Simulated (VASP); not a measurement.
Here is the system:

```xyz
3
Lattice="0.0000 2.7098 2.7098 2.7098 0.0000 2.7098 2.7098 2.7098 0.0000" Properties=species:S:1:pos:R:3 pbc="T T T"
Cd     0.0000     0.0000     0.0000
F      1.3549     1.3549     1.3549
F      4.0646     4.0646     4.0646
```

Calculation: revTPSS meta-GGA, VASP's PBE PAW potentials (set 64) (plane waves; VASP). Settings: 520 eV cut-off, 8×8×8 Γ-centred mesh, tetrahedra with Blöchl corrections, potentials Cd F.

### Question
Give the energies of bands 3 to 14 at the high-symmetry points, in eV from the valence-band maximum.

### Answer

```
band      Γ      X      U      L      W
----  -----  -----  -----  -----  -----
3     -5.52  -5.31  -5.11  -5.17  -4.94
4     -5.52  -4.55  -4.67  -5.17  -4.58
5     -5.52  -4.55  -4.38  -4.23  -4.54
6     -4.30  -4.18  -4.36  -4.23  -4.41
7     -4.30  -4.03  -4.29  -4.05  -4.41
8     -0.97  -3.04  -3.34  -2.75  -3.43
9     -0.97  -2.95  -2.51  -2.27  -2.56
10    -0.97  -2.95  -2.30  -1.83  -1.53
11    -0.50  -0.49  -0.95  -1.83  -1.53
12    -0.50  -0.09  -0.34  -0.40  -0.59
13    -0.50  -0.09  -0.20  -0.40   0.00
14     3.16   8.19   8.14   7.33   8.26
```

The gap is indirect, 3.16 eV, from the valence maximum at W to the conduction minimum at Γ.

Measured: gap 7.80 eV (computed value off by -4.64 eV), as given by Giancarlo Cappellini et al., Physical Review B (2013), arXiv:1302.2571.

The compound is CdF2 in the fluorite structure. It was relaxed first.
